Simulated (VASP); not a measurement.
# Mg6GaCo (Amm2) in VASP: equation of state

How stiff is Mg6GaCo in PBE, and what volume does it want? The cell is scaled to several volumes.

All numbers are computed with VASP 6.6.1; they aren't measurements. Logs are shortened: lines on timing, memory, paths and dates and some standing lists are left out, and cuts for length are marked.

### 1 The structure

Symmetry: Amm2, No. 38, orthorhombic system. Conventional cell: a = 4.811 Å, b = 6.062 Å, c = 10.416 Å, α = 90.00°, β = 90.00°, γ = 90.00°. Ga (site symmetry mm2) has 10 Mg at 2.83 to 3.19 Å and 2 Co at 2.92 Å as nearest neighbours. Co (site symmetry mm2) has 10 Mg at 2.91 to 3.06 Å and 2 Ga at 2.92 Å as nearest neighbours. Mg (site symmetry mm2) has 10 Mg at 2.97 to 3.04 Å and 2 Ga at 3.03 Å as nearest neighbours. Mg (site symmetry m) is surrounded by 2 Ga at 2.83 to 3.19 Å and 8 Mg at 2.86 to 3.20 Å and 2 Co at 2.91 Å. Mg (site symmetry mm2) has 10 Mg at 2.97 to 3.02 Å and 2 Co at 3.03 Å as nearest neighbours. Mg (site symmetry m) has 2 Co at 2.96 to 3.06 Å and 2 Ga at 2.97 Å and 8 Mg at 2.98 to 3.09 Å as nearest neighbours.

The cell comes from a database or a generator and needn't be the stable form of this composition.

### 2 Equation of state, PBE, collinear spin, ferromagnetic start, 17.85 Å³/atom (volume scaled by 0.94)

Input file INCAR:

```
PREC     = Accurate       # precision mode
ENCUT    = 520            # plane-wave cutoff, eV
EDIFF    = 1E-7           # SCF threshold, eV
ISMEAR   = -1             # smearing method
SIGMA    = 0.05           # smearing width, eV
LREAL    = F              # projectors in reciprocal space
LASPH    = T              # aspherical terms in the spheres
NELM     = 120            # most SCF steps
ALGO     = Normal         # electronic algorithm
ISIF     = 2              # what is computed and relaxed
LWAVE    = F              # write WAVECAR
LCHARG   = F              # write CHGCAR
ISPIN    = 2              # spin polarisation
MAGMOM   = 0 2 0 0 0 0 0 0 # initial moments
LORBIT   = 11             # projections on sites
LMAXMIX  = 4              # l up to which the mixer works
GGA      = PE             # functional
NBANDS   = 31             # bands
```

Input file KPOINTS:

```
regular mesh
0
Gamma
  6 5 5
```

Input file POSCAR:

```
Mg6GaCo
1.0
    4.7131610118      0.0000000000      0.0000000000
    0.0000000000      2.9693052496      5.1018338411
    0.0000000000     -2.9693052496      5.1018338411
Ga Co Mg
1 1 6
Direct
    0.5000000000      0.6744190000      0.6744190000
    0.0000000000      0.8325040000      0.8325040000
    0.5000000000      0.1667520000      0.1667520000
    0.5000000000      0.6735860000      0.1451880000
    0.5000000000      0.1451880000      0.6735860000
    0.0000000000      0.3340910000      0.3340910000
    0.0000000000      0.8322400000      0.3412200000
    0.0000000000      0.3412200000      0.8322400000
```

Potentials or basis: VASP PAW PBE potentials, release 64 (Ga_d, Co, Mg).

Run with:

```
> cat potpaw_PBE.64/Ga_d/POTCAR potpaw_PBE.64/Co/POTCAR potpaw_PBE.64/Mg/POTCAR > POTCAR
> mpirun -np 1 vasp_std > vasp.out
```

OUTCAR:

```text
PREC = Accurate
   ENCUT = 520
   EDIFF = 1E-7
   ISMEAR = -1
   LREAL = F
   LASPH = T
   NELM = 120
   ISIF = 2
   ISPIN = 2
   LORBIT = 11
   GGA = PE

 Found     36 irreducible k-points:

 Following reciprocal coordinates:
            Coordinates               Weight
  0.000000  0.000000  0.000000      1.000000
  0.166667  0.000000  0.000000      2.000000
  0.333333  0.000000  0.000000      2.000000
  0.500000  0.000000  0.000000      1.000000
  0.000000  0.200000 -0.000000      4.000000
  0.166667  0.200000 -0.000000      8.000000
   k-points           NKPTS =     36   k-points in BZ     NKDIM =     36   number of bands    NBANDS=     31
   number of dos      NEDOS =    301   number of ions     NIONS =      8
   total plane-waves  NPLWV =  82944
   dimension x,y,z NGX =    36 NGY =   48 NGZ =   48
   dimension x,y,z NGXF=    72 NGYF=   96 NGZF=   96
   ions per type =               1   1   6
   NGX,Y,Z   is equivalent  to a cutoff of  12.70, 13.52, 13.52 a.u.
   NGXF,Y,Z  is equivalent  to a cutoff of  25.40, 27.04, 27.04 a.u.
 SYSTEM =  unknown system
   PREC   = accura    normal or accurate (medium, high low for compatibility)
   ISTART =      0    job   : 0-new  1-cont  2-samecut
   ICHARG =      2    charge: 1-file 2-atom 10-const
   ISPIN  =      2    spin polarized calculation?
   LNONCOLLINEAR =      F non collinear calculations
   LSORBIT =      F    spin-orbit coupling
   LASPH  =      T    aspherical Exc in radial PAW
   ENCUT  =  520.0 eV  38.22 Ry    6.18 a.u.   8.76 10.98 10.98*2*pi/ulx,y,z
   NELM   =    120;   NELMIN=  2; NELMDL= -5     # of ELM steps
   EDIFF  = 0.1E-06   stopping-criterion for ELM
   LREAL  =      F    real-space projection
   EDIFFG = 0.1E-05   stopping-criterion for IOM
   NSW    =      0    number of steps for IOM
   IBRION =     -1    ionic relax: 0-MD 1-quasi-New 2-CG
   NFREE  =      0    steps in history (QN), initial steepest desc. (CG)
   ISIF   =      2    stress and relaxation
   ISYM   =      2    0-nonsym 1-usesym 2-fastsym
   POTIM  = 0.5000    time-step for ionic-motion
   TEBEG  =    0.0;   TEEND  =   0.0 temperature during run
   PSTRESS=    0.0 pullay stress
   NELECT =      34.0000    total number of electrons
   NUPDOWN=      -1.0000    fix difference up-down
   EMIN   =  10.00;   EMAX   =-10.00  energy-range for DOS
   EFERMI =   0.00;   METHOD = LEGACY
   ISMEAR =    -1;   SIGMA  =   0.05  broadening in eV -4-tet -1-fermi 0-gaus
   EFERMI_NEDOS =   21; number of points for ismear=-14 and -15
   IALGO  =     38    algorithm
   IMIX   =      4    mixing-type and parameters
     AMIX     =   0.40;   BMIX     =  1.00
     AMIX_MAG =   1.60;   BMIX_MAG =  1.00
  volume/ion in A,a.u.               =      17.85       120.46
  Fermi-wavevector in a.u.,A,eV,Ry     =   1.014674  1.917456 14.008068  1.029564
  Thomas-Fermi vector in A             =   2.147916
   LORBIT       =     11    0 simple, 1 ext, 2 COOP (PROOUT), +10 PAW based schemes
   GGA     = PE    functional components
   LHFCALC =     F    Hartree Fock is set to
   AEXX    =    0.0000 exact exchange contribution
   IVDW    =     0    specifies the selected vdW correction
   LEPSILON=     F    determine dielectric tensor
   LRPA    =     F    only Hartree local field effects (RPA)
 spin polarized calculation
  energy-cutoff  :      520.00
  volume of cell :      142.80
 maximum number of plane-waves:      3860
 NGX is ok and might be reduce to    36
   NGX = 17   NGY = 21   NGZ = 21

 number of electron      33.9999992 magnetization       0.4455329

 Free energy of the ion-electron system (eV)
  ---------------------------------------------------
  ext. energy  EPLUGINS =         0.00000000
  ---------------------------------------------------
  free energy    TOTEN  =       -18.39520496 eV

  energy without entropy =      -18.35739835  energy(sigma->0) =      -18.37630165

 E-fermi :   4.2302     XC(G=0):  -9.7136

 val. band max:        4.2292083001   @ k =   0.3333   0.4000   0.4000
[... 65 lines left out ...]
      5     -10.4039      1.00000
      6      -3.6047      1.00000
[... 21 lines left out ...]
     28      12.5352      0.00000
     29      12.6868      0.00000

 k-point     4 :       0.5000    0.0000    0.0000
  band No.  band energies     occupation
      1     -10.4464      1.00000
      2     -10.4447      1.00000
      3     -10.4207      1.00000
      4     -10.4064      1.00000
      5     -10.4047      1.00000
      6      -3.1694      1.00000
[... 21 lines left out ...]
     28      12.8091      0.00000
     29      13.7851      0.00000

 k-point     5 :       0.0000    0.2000   -0.0000
  band No.  band energies     occupation
      1     -10.4465      1.00000
      2     -10.4450      1.00000
      3     -10.4184      1.00000
      4     -10.4129      1.00000
      5     -10.4019      1.00000
      6      -4.0563      1.00000
[... 21 lines left out ...]
     28       9.4203      0.00000
     29       9.6164      0.00000

 k-point     6 :       0.1667    0.2000   -0.0000
  band No.  band energies     occupation
      1     -10.4464      1.00000
      2     -10.4448      1.00000
      3     -10.4190      1.00000
      4     -10.4112      1.00000
      5     -10.4026      1.00000
      6      -3.8875      1.00000
[... 21 lines left out ...]
     28       9.6000      0.00000
     29      10.3035      0.00000

 [... further k-points ...]

 [bands above 29 left out]

------------------------ aborting loop because EDIFF is reached ----------------------------------------

  FORCE on cell =-STRESS in cart. coord.  units (eV):
  Direction    XX          YY          ZZ          XY          YZ          ZX
  --------------------------------------------------------------------------------------
  -------------------------------------------------------------------------------------
  Total        3.1801365      2.9329894      3.3342680      0.0000000      0.0000000      0.0000000
  in kB       35.6806629     32.9077089     37.4099954      0.0000000      0.0000000      0.0000000
  external PRESSURE =      35.3327891 kB  Pullay stress =       0.0000000 kB

 VOLUME and BASIS-vectors are now :
 -----------------------------------------------------------------------------
  energy-cutoff  :      520.00
  volume of cell :      142.80
      direct lattice vectors                 reciprocal lattice vectors
     4.713161012  0.000000000  0.000000000     0.212171831  0.000000000  0.000000000
     0.000000000  2.969305250  5.101833841     0.000000000  0.168389558  0.098003976
     0.000000000 -2.969305250  5.101833841     0.000000000 -0.168389558  0.098003976

 POSITION                                       TOTAL-FORCE (eV/Angst)
 -----------------------------------------------------------------------------------
      2.35658      0.00000      6.88155         0.000000      0.000000     -0.022016
      0.00000      0.00000      8.49459         0.000000      0.000000     -0.045999
      2.35658      0.00000      1.70148         0.000000      0.000000     -0.051302
      2.35658      1.56897      4.17725         0.000000     -0.022847      0.018900
      2.35658     -1.56897      4.17725         0.000000      0.022847      0.018900
      0.00000      0.00000      3.40895         0.000000      0.000000      0.058008
      0.00000      1.45799      5.98680         0.000000     -0.018517      0.011754
      0.00000     -1.45799      5.98680         0.000000      0.018517      0.011754
 -----------------------------------------------------------------------------------
    total drift:                                0.000000     -0.000000      0.000148

  FREE ENERGIE OF THE ION-ELECTRON SYSTEM (eV)
  ---------------------------------------------------
  free  energy   TOTEN  =       -18.3952049592 eV

  energy  without entropy=      -18.3573983458  energy(sigma->0) =      -18.37630165

 total charge

# of ion       s       p       d       tot
------------------------------------------
    1        0.939   0.725   9.940  11.605
    2        0.361   0.254   7.360   7.975
    3        0.230   0.163   0.020   0.413
    4        0.211   0.161   0.022   0.394
    5        0.211   0.161   0.022   0.394
    6        0.219   0.172   0.017   0.408
    7        0.206   0.159   0.021   0.386
    8        0.206   0.159   0.021   0.386
--------------------------------------------------
tot          2.585   1.954  17.421  21.961

 magnetization (x)

# of ion       s       p       d       tot
------------------------------------------
    1        0.001  -0.010  -0.001  -0.010
    2        0.005   0.000   0.554   0.559
    3       -0.001   0.002  -0.000   0.001
    4       -0.002  -0.003  -0.001  -0.006
    5       -0.002  -0.003  -0.001  -0.006
    6       -0.001  -0.001  -0.000  -0.002
    7       -0.001  -0.001  -0.000  -0.003
    8       -0.001  -0.001  -0.000  -0.003
--------------------------------------------------
tot         -0.003  -0.018   0.550   0.530
```

It took 5.6 min on 1 thread of AMD EPYC 9R45 (Zen 5), shared host; peak memory 0.48 GiB.

Results:

- Free energy: -18.3952 eV
- Pressure: 3.5 GPa
- Largest force: 0.058 eV/Å
- Band gap on the k mesh: none (metal or under the smearing width)
- Net moment: 0.45 μB per cell
- Site moments: Ga -0.01; Co +0.56; Mg +0.00, -0.01, -0.00 μB
- Valence electrons inside the program's atomic spheres: Ga 11.61; Co 7.97; Mg 0.41, 0.39

### 3 Equation of state, PBE, collinear spin, ferromagnetic start, 18.23 Å³/atom (volume scaled by 0.96)

Input file INCAR:

```
SYSTEM = Mg6GaCo
  PREC = Accurate
  ENCUT = 520
  EDIFF = 1E-7
  ISMEAR = -1
  SIGMA = 0.05
  LREAL = .FALSE.
  LASPH = .TRUE.
  NELM = 100
  ALGO = Normal
  ISIF = 2
  LWAVE = .FALSE.
  LCHARG = .FALSE.
  ISPIN = 2
  MAGMOM = 0 2 0 0 0 0 0 0
  LORBIT = 11
  LMAXMIX = 4
  GGA = PE
  NBANDS = 31
```

Input file KPOINTS:

```
Automatic mesh
0
G
  6 5 5
  0 0 0
```

Edit POSCAR of step 2 so:

```diff
@@ -2,5 +2,5 @@
 1.0
-    4.7131610118      0.0000000000      0.0000000000
-    0.0000000000      2.9693052496      5.1018338411
-    0.0000000000     -2.9693052496      5.1018338411
+    4.7463533801      0.0000000000      0.0000000000
+    0.0000000000      2.9902165389      5.1377634322
+    0.0000000000     -2.9902165389      5.1377634322
 Ga Co Mg
```

Potentials or basis: VASP PAW PBE potentials, release 64 (Ga_d, Co, Mg).

Run with:

```
> cat potpaw_PBE.64/Ga_d/POTCAR potpaw_PBE.64/Co/POTCAR potpaw_PBE.64/Mg/POTCAR > POTCAR
> mpirun -np 1 vasp_std > vasp.out
```

Wall time 6.1 min (1 thread of AMD EPYC 9R45 (Zen 5), shared host); peak memory 0.49 GiB.

The run converged. Its results:

```
Free energy                                           : -18.4504 eV
Pressure                                              : 2.3 GPa
Largest force                                         : 0.053 eV/Å
Band gap on the k mesh                                : none (metal or under the smearing width)
Net moment                                            : 0.57 μB per cell
Site moments                                          : Ga -0.01; Co +0.70; Mg +0.00, -0.01, -0.00 μB
Valence electrons inside the program's atomic spheres : Ga 11.59; Co 7.95; Mg 0.41, 0.39, 0.40, 0.38
```

### 4 Equation of state, PBE, collinear spin, ferromagnetic start, 18.61 Å³/atom (volume scaled by 0.98)

Edit INCAR of step 3 so:

```diff
@@ -8,3 +8,3 @@
   LASPH = .TRUE.
-  NELM = 100
+  NELM = 150
   ALGO = Normal
```

Input file KPOINTS:

```
regular mesh
0
G
  6 5 5
  0 0 0
```

Edit POSCAR of step 3 so:

```diff
@@ -2,5 +2,5 @@
 1.0
-    4.7463533801      0.0000000000      0.0000000000
-    0.0000000000      2.9902165389      5.1377634322
-    0.0000000000     -2.9902165389      5.1377634322
+    4.7790878861      0.0000000000      0.0000000000
+    0.0000000000      3.0108393736      5.1731974032
+    0.0000000000     -3.0108393736      5.1731974032
 Ga Co Mg
```

Run with:

```
> cat potpaw_PBE.64/Ga_d/POTCAR potpaw_PBE.64/Co/POTCAR potpaw_PBE.64/Mg/POTCAR > POTCAR
> mpirun -np 1 vasp_std > vasp.out
```

Run time: 5.7 min. Hardware: 1 thread of AMD EPYC 9R45 (Zen 5), shared host; peak memory 0.49 GiB.

It converged, with:

| Quantity | Value |
| --- | --- |
| Free energy | -18.4834 eV |
| Pressure | 1.2 GPa |
| Largest force | 0.048 eV/Å |
| Band gap on the k mesh | none (metal or under the smearing width) |
| Net moment | 0.68 μB per cell |
| Site moments | Ga -0.01; Co +0.82; Mg +0.00, -0.01, -0.00 μB |
| Valence electrons inside the program's atomic spheres | Ga 11.58; Co 7.93; Mg 0.40, 0.38, 0.39, 0.37 |

### 5 Equation of state, PBE, collinear spin, ferromagnetic start, 19.37 Å³/atom (volume scaled by 1.02)

Input file INCAR:

```
SYSTEM = Mg6GaCo
PREC = Accurate
ENCUT = 520
EDIFF = 1E-7
ISMEAR = -1
SIGMA = 0.05
LREAL = .False.
LASPH = .True.
NELM = 150
ALGO = Normal
ISIF = 2
LWAVE = .False.
LCHARG = .False.
ISPIN = 2
MAGMOM = 0 2 0 0 0 0 0 0
LORBIT = 11
LMAXMIX = 4
GGA = PE
NBANDS = 31
```

Input file KPOINTS:

```
regular mesh
0
Gamma
  6 5 5
  0 0 0
```

Edit POSCAR of step 4 so:

```diff
@@ -2,5 +2,5 @@
 1.0
-    4.7790878861      0.0000000000      0.0000000000
-    0.0000000000      3.0108393736      5.1731974032
-    0.0000000000     -3.0108393736      5.1731974032
+    4.8432443723      0.0000000000      0.0000000000
+    0.0000000000      3.0512581479      5.2426445814
+    0.0000000000     -3.0512581479      5.2426445814
 Ga Co Mg
```

Run with:

```
> cat potpaw_PBE.64/Ga_d/POTCAR potpaw_PBE.64/Co/POTCAR potpaw_PBE.64/Mg/POTCAR > POTCAR
> mpirun -np 1 vasp_std > vasp.out
```

Run time: 5.5 min. Hardware: 1 thread of AMD EPYC 9R45 (Zen 5), shared host; peak memory 0.5 GiB.

Results (log left out):

- Free energy: -18.4914 eV
- Pressure: -0.7 GPa
- Largest force: 0.042 eV/Å
- Band gap on the k mesh: none (metal or under the smearing width)
- Net moment: 0.85 μB per cell
- Site moments: Ga -0.01; Co +1.01; Mg +0.00, -0.01, -0.00 μB
- Valence electrons inside the program's atomic spheres: Ga 11.55; Co 7.89; Mg 0.39, 0.37, 0.38, 0.36

### 6 Equation of state, PBE, collinear spin, ferromagnetic start, 19.75 Å³/atom (volume scaled by 1.04)

Input file INCAR:

```
ALGO = Normal ; EDIFF = 1E-7
ENCUT = 520 ; GGA = PE
ISIF = 2 ; ISMEAR = -1
ISPIN = 2 ; LASPH = True
LCHARG = False ; LMAXMIX = 4
LORBIT = 11 ; LREAL = False
LWAVE = False ; MAGMOM = 0 2 0 0 0 0 0 0
NBANDS = 31 ; NELM = 150
PREC = Accurate ; SIGMA = 0.05
```

Input file KPOINTS:

```
k-points
0
Gamma
  6 5 5
```

Edit POSCAR of step 5 so:

```diff
@@ -2,5 +2,5 @@
 1.0
-    4.8432443723      0.0000000000      0.0000000000
-    0.0000000000      3.0512581479      5.2426445814
-    0.0000000000     -3.0512581479      5.2426445814
+    4.8746948924      0.0000000000      0.0000000000
+    0.0000000000      3.0710720677      5.2766886819
+    0.0000000000     -3.0710720677      5.2766886819
 Ga Co Mg
```

Potentials or basis: VASP PAW PBE potentials, release 64 (Ga_d, Co, Mg).

Run with:

```
> cat potpaw_PBE.64/Ga_d/POTCAR potpaw_PBE.64/Co/POTCAR potpaw_PBE.64/Mg/POTCAR > POTCAR
> mpirun -np 1 vasp_std > vasp.out
```

Run time: 5.6 min. Hardware: 1 thread of AMD EPYC 9R45 (Zen 5), shared host; peak memory 0.5 GiB.

It converged, with:

```
Free energy                                           : -18.4699 eV
Pressure                                              : -1.5 GPa
Largest force                                         : 0.057 eV/Å
Band gap on the k mesh                                : none (metal or under the smearing width)
Net moment                                            : 0.91 μB per cell
Site moments                                          : Ga -0.01; Co +1.09; Mg +0.00, -0.01, -0.00 μB
Valence electrons inside the program's atomic spheres : Ga 11.54; Co 7.88; Mg 0.38, 0.36, 0.37
```

### 7 Equation of state, PBE, collinear spin, ferromagnetic start, 20.13 Å³/atom (volume scaled by 1.06)

Input file INCAR:

```
PREC     = Accurate       # precision mode
ENCUT    = 520            # plane-wave cutoff, eV
EDIFF    = 1E-7           # SCF threshold, eV
ISMEAR   = -1             # smearing method
SIGMA    = 0.05           # smearing width, eV
LREAL    = F              # projectors in reciprocal space
LASPH    = T              # aspherical terms in the spheres
NELM     = 120            # most SCF steps
ALGO     = Normal         # electronic algorithm
ISIF     = 2              # what is computed and relaxed
LWAVE    = F              # write WAVECAR
LCHARG   = F              # write CHGCAR
ISPIN    = 2              # spin polarisation
MAGMOM   = 0 2 0 0 0 0 0 0 # initial moments
LORBIT   = 11             # projections on sites
LMAXMIX  = 4              # l up to which the mixer works
GGA      = PE             # functional
NBANDS   = 31             # bands
```

Input file KPOINTS:

```
regular mesh
0
Gamma
  6 5 5
```

Edit POSCAR of step 6 so:

```diff
@@ -2,5 +2,5 @@
 1.0
-    4.8746948924      0.0000000000      0.0000000000
-    0.0000000000      3.0710720677      5.2766886819
-    0.0000000000     -3.0710720677      5.2766886819
+    4.9057447415      0.0000000000      0.0000000000
+    0.0000000000      3.0906335637      5.3102990701
+    0.0000000000     -3.0906335637      5.3102990701
 Ga Co Mg
```

Run with:

```
> cat potpaw_PBE.64/Ga_d/POTCAR potpaw_PBE.64/Co/POTCAR potpaw_PBE.64/Mg/POTCAR > POTCAR
> mpirun -np 1 vasp_std > vasp.out
```

Run time: 5.8 min. Hardware: 1 thread of AMD EPYC 9R45 (Zen 5), shared host; peak memory 0.5 GiB.

Results (log left out):

```yaml
Free_energy: -18.4336 eV
Pressure: -2.3 GPa
Largest_force: 0.069 eV/Å
Band_gap_on_the_k_mesh: none (metal or under the smearing width)
Net_moment: 0.96 μB per cell
Site_moments: Ga -0.01; Co +1.16; Mg +0.00, -0.01, -0.00 μB
Valence_electrons_inside_the_program's_atomic_spheres: Ga 11.53; Co 7.86; Mg 0.38, 0.36, 0.37, 0.35
```

### 8 Equation of state, PBE, collinear spin, ferromagnetic start

This step only gathers the single runs of the series.

Results:

```yaml
Equilibrium_volume: 19.07 Å³/atom
Bulk_modulus_at_fixed_shape_and_positions: 47 GPa
Pressure_derivative_of_the_bulk_modulus: 4.0
```

Energy against volume, from the lowest point:
```csv
volume (Å³/atom),energy (meV/atom)
17.850,12.65
18.230,5.76
18.609,1.63
18.989,0.00
19.369,0.63
19.749,3.31
20.129,7.85
```

Caveat: the cell was scaled at fixed shape and fractional positions, which overstates the stiffness of a crystal with free parameters, most of all of layers and chains.
